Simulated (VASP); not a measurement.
**ZrB3: relaxation of cell and atoms with PBE**

Crystal: ZrB3.

```
CELL_PARAMETERS angstrom
3.42762 0.00000 0.00000
0.00000 3.42762 0.00000
0.00000 0.00000 3.42762
ATOMIC_POSITIONS crystal
Zr 0.00000 0.00000 0.00000
B 0.00000 0.50000 0.50000
B 0.50000 0.00000 0.50000
B 0.50000 0.50000 0.00000
```

The cell was built by a generator and needn't be a form met in nature.

```json
{
 "Program": "VASP 6.6.1",
 "Task": "relaxation of cell and atoms",
 "Functional": "PBE",
 "Potentials or basis": "VASP PAW PBE potentials, release 64 (Zr_sv, B)",
 "Cutoff": "600 eV",
 "k mesh": "14 × 14 × 14",
 "Occupations": "gaussian, width 0.1 eV",
 "Spin": "no spin polarisation",
 "Dipole correction": "no",
 "Further INCAR settings": "ALGO = Normal; EDIFF = 1e-06; IBRION = 2; EDIFFG = -0.01; NSW = 100; ISIF = 3"
}
```

| Property | Result |
| --- | --- |
| Relaxed volume | 10.09 Å³/atom |
| Relaxed cell | a = 3.430 Å, b = 3.430 Å, c = 3.430 Å, α = 90.00°, β = 90.00°, γ = 90.00° |
| Space group after relaxing (to 0.05 Å) | Pm-3m (No. 221) |
| Energy gained by relaxing | 0.0 meV/atom |
| Ionic steps | 3 |
| Pressure after relaxing | 0.0 GPa |
| Band gap on the k mesh | none (metal or under the smearing width) |

The path:
| step | energy change (eV) | largest force (eV/Å) | pressure (GPa) | volume (Å³) |
| --- | --- | --- | --- | --- |
| 1 | 0.0000 | 0.0000 | 0.43 | 40.27 |
| 2 | -0.0001 | 0.0000 | -0.29 | 40.43 |
| 3 | -0.0001 | 0.0000 | -0.01 | 40.36 |

Final structure:
```
Zr B
1.0
     3.43026    0.00000    0.00000
     0.00000    3.43026    0.00000
     0.00000    0.00000    3.43026
Zr B
1 3
Direct
  0.00000 0.00000 0.00000
  0.00000 0.50000 0.50000
  0.50000 0.00000 0.50000
  0.50000 0.50000 0.00000
```

Levels at points of the mesh, in eV from the Fermi level:
```
           k point  band 6  band 7  band 8  band 9  band 10  band 11  band 12  band 13  band 14
(0.00, 0.00, 0.00)   -4.81   -4.81   -2.89   -2.89    -2.89     2.31     2.31     2.31     2.72
(0.50, 0.00, 0.00)   -9.48   -3.97   -3.97   -3.72    -0.91     0.80     0.80     2.50     2.71
(0.50, 0.50, 0.00)   -6.52   -6.52   -6.21   -2.53    -2.53     0.87     1.08     2.86     2.86
(0.50, 0.50, 0.50)   -7.30   -7.30   -6.28   -3.27    -3.27    -3.27     4.49     4.49     7.09
```

It took 2.6 min on 1 thread of Intel(R) Xeon(R) Platinum 8488C (Sapphire Rapids), with other jobs on the host, peak memory 0.22 GiB.
